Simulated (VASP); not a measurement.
Given:

```
CELL_PARAMETERS angstrom
      0.00000     2.92555     2.92555
      2.92555     0.00000     2.92555
      2.92555     2.92555     0.00000
ATOMIC_POSITIONS crystal
  Li 0.25000 0.25000 0.25000
  Li 0.75000 0.75000 0.75000
  Se 0.00000 0.00000 0.00000
```

Calculation: LDA (Ceperley-Alder, Perdew-Zunger), VASP's LDA PAW potentials (set 64) (plane waves; VASP). Numerical set-up: 620 eV cut-off, 7×7×7 Γ-centred mesh, Gaussian smearing of 0.050 eV, potentials Li_sv Se.

Energy and stress use the plane-wave basis of the starting cell.

Task: The ions, cell shape and volume at an external pressure of 5.0 GPa are relaxed. Predict the relaxed structure.

Result: 
```
CELL_PARAMETERS angstrom
      0.00000     2.82390     2.82390
      2.82390     0.00000     2.82390
      2.82390     2.82390     0.00000
ATOMIC_POSITIONS crystal
  Li 0.25000 0.25000 0.25000
  Li 0.75000 0.75000 0.75000
  Se 0.00000 0.00000 0.00000
```
Space group Fm-3m (225), at a tolerance of 0.03 Å.

Task: How do energy and volume change from the first to the last step?

Result: The energy (σ→0) changes by +23.2 meV/atom and the volume by -10.1 %, in 3 ionic steps.

The compound is Li2Se in the antifluorite structure. This run relaxes it under an external pressure of 5 GPa. Symmetry was kept, so distortions that lower it aren't found.
